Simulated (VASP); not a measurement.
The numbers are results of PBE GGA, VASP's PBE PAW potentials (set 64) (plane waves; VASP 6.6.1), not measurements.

Input for VASP

INCAR:
```
SYSTEM  =  Os
PREC  =  Accurate; ENCUT  =  400; LREAL  =  F
LASPH  =  T; NELECT  =  16.5
EDIFF  =  1E-6; NELM  =  100; ALGO  =  Normal
LMAXMIX  =  6
ISMEAR  =  0; SIGMA  =  0.05
GGA  =  PE
ISIF  =  2
LWAVE  =  F; LCHARG  =  F
```

### POSCAR
```
Os
1
    1.3923000000    -2.4115340000     0.0000000000
    1.3923000000     2.4115340000     0.0000000000
    0.0000000000     0.0000000000     4.4064000000
Os
2
Direct
  0.3333330000   0.6666670000   0.2500000000
  0.6666670000   0.3333330000   0.7500000000
```

File KPOINTS:
```
Regular mesh
0
G
  14 14 8
```

POTCAR, in this order: Os (PBE.64 set). Program: vasp_std.

The run wrote:

**OSZICAR**
```
       N       E                     dE             d eps       ncg     rms          rms(c)
DAV:   1     0.874312951715E+02    0.87431E+02   -0.66816E+03  2880   0.104E+03
DAV:   2    -0.129898974143E+02   -0.10042E+03   -0.91080E+02  3188   0.366E+02
DAV:   3    -0.188670803455E+02   -0.58772E+01   -0.53587E+01  3524   0.714E+01
DAV:   4    -0.190096997095E+02   -0.14262E+00   -0.14085E+00  3084   0.105E+01
DAV:   5    -0.190115674371E+02   -0.18677E-02   -0.18672E-02  3340   0.103E+00    0.209E+01
DAV:   6    -0.183174369583E+02    0.69413E+00   -0.70734E-01  3092   0.760E+00    0.103E+01
DAV:   7    -0.180223189747E+02    0.29512E+00   -0.88648E-01  3276   0.843E+00    0.339E-01
DAV:   8    -0.180178252879E+02    0.44937E-02   -0.97673E-03  2956   0.839E-01    0.281E-01
DAV:   9    -0.180132982096E+02    0.45271E-02   -0.43543E-03  3024   0.736E-01    0.901E-02
DAV:  10    -0.180131828470E+02    0.11536E-03   -0.80900E-04  3228   0.292E-01    0.158E-02
DAV:  11    -0.180131514941E+02    0.31353E-04   -0.19179E-05  2988   0.431E-02    0.498E-03
DAV:  12    -0.180131501722E+02    0.13219E-05   -0.29591E-07  1660   0.470E-03    0.835E-04
DAV:  13    -0.180131500069E+02    0.16536E-06   -0.59935E-08  1472   0.333E-03
   1 F= -.18013150E+02 E0= -.18012271E+02  d E =-.175797E-02
```

File OUTCAR:
```
------------------------ aborting loop because EDIFF is reached ----------------------------------------
  FORCE on cell =-STRESS in cart. coord.  units (eV):
  Direction    XX          YY          ZZ          XY          YZ          ZX
  --------------------------------------------------------------------------------------
  Total        4.8991143      4.8991129      4.9725145      0.0000000     -0.0000000      0.0000000
  in kB      265.2699306    265.2698560    269.2442995      0.0000000     -0.0000000      0.0000000
  external PRESSURE =     266.5946954 kB  Pullay stress =       0.0000000 kB
  volume of cell :       29.59
      direct lattice vectors                 reciprocal lattice vectors
     1.392300000 -2.411534000  0.000000000     0.359118006 -0.207336907  0.000000000
     1.392300000  2.411534000  0.000000000     0.359118006  0.207336907  0.000000000
     0.000000000  0.000000000  4.406400000     0.000000000  0.000000000  0.226942629
 POSITION                                       TOTAL-FORCE (eV/Angst)
 -----------------------------------------------------------------------------------
      1.39230      0.80385      1.10160         0.000000      0.000000      0.000000
      1.39230     -0.80385      3.30480        -0.000000      0.000000      0.000000
 -----------------------------------------------------------------------------------
    total drift:                                0.000002      0.000028     -0.000020
  FREE ENERGIE OF THE ION-ELECTRON SYSTEM (eV)
  ---------------------------------------------------
  free  energy   TOTEN  =       -18.0131500069 eV

  energy  without entropy=      -18.0113920387  energy(sigma->0) =      -18.01227102
```
(Selected blocks of OUTCAR.)

The cell is charged, with a uniform compensating background.

The compound is Os in the hcp structure. The cell was not relaxed at this level. The run is one of a series of settings (ISMEAR = 0, NELECT = 16.5, SIGMA = 0.05 against the base run), some of them coarse on purpose.
